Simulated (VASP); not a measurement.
Shape and ions are relaxed at each volume.

Given:

Space group P6₃mc (No. 186); a = 4.392 Å, b = 4.392 Å, c = 7.164 Å, α = 90.00°, β = 90.00°, γ = 120.00°

```
atom  site  symmetry       x       y       z
----  ----  --------  ------  ------  ------
Cd      2b       3m.  0.3333  0.6667  0.0000
Se      2b       3m.  0.3333  0.6667  0.3760
```

Computed with PBE GGA, VASP's PBE PAW potentials (set 64) (plane waves; VASP). Numerical set-up: 520 eV cut-off, 7×7×4 Γ-centred mesh, Gaussian smearing of 0.050 eV, potentials Cd Se.

### Question
Give the energy at these volumes per atom, relative to the lowest: 28.12, 29.02, 29.91, 30.81, 31.71 Å³.

### Answer
17.0, 4.1, 0.0, 3.5, 13.3 meV/atom. A third-order Birch-Murnaghan fit gives B0 = 44.6 GPa and B0′ = 4.7.

Measured: bulk modulus 53.4 GPa (computed value off by -16.6 %), as given by Michael Grünwald et al., The Journal of Chemical Physics (2012), arXiv:1201.2992. The calculation is for a static lattice, while the measured bulk modulus holds thermal and zero-point effects, which are part of the difference.

The compound is CdSe in the wurtzite structure. It was relaxed first, which changed the volume by +7 %.
